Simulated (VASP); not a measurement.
Consider the following.

```yaml
crystal:
  lattice:
    - [0.00000, 2.02299, 2.02299]
    - [2.02299, 0.00000, 2.02299]
    - [2.02299, 2.02299, 0.00000]
  atoms:
    - { symbol: Al, position: [0.00000, 0.00000, 0.00000] }
```

Method: TPSS meta-GGA, VASP's PBE PAW potentials (set 64) (plane waves; VASP). Settings: 520 eV cut-off, 16×16×16 Γ-centred mesh, first-order Methfessel-Paxton smearing of 0.10 eV, potentials Al.

Q: What does the run give for the energy per atom (σ→0), pressure, band gap (on the k-mesh) with the smallest direct gap where there is one?

A: 
| Item | Result |
|---|---|
| band gap (on the k-mesh) | none (metal, semimetal or under 0.01 eV) |
| energy per atom (σ→0) | -7.922 eV/atom |
| pressure | -2.17 GPa |

Only differences to runs with the same potentials and settings are physical.

The compound is Al in the fcc structure. This cell is one point of a volume scan, at 1.03 of the reference volume.
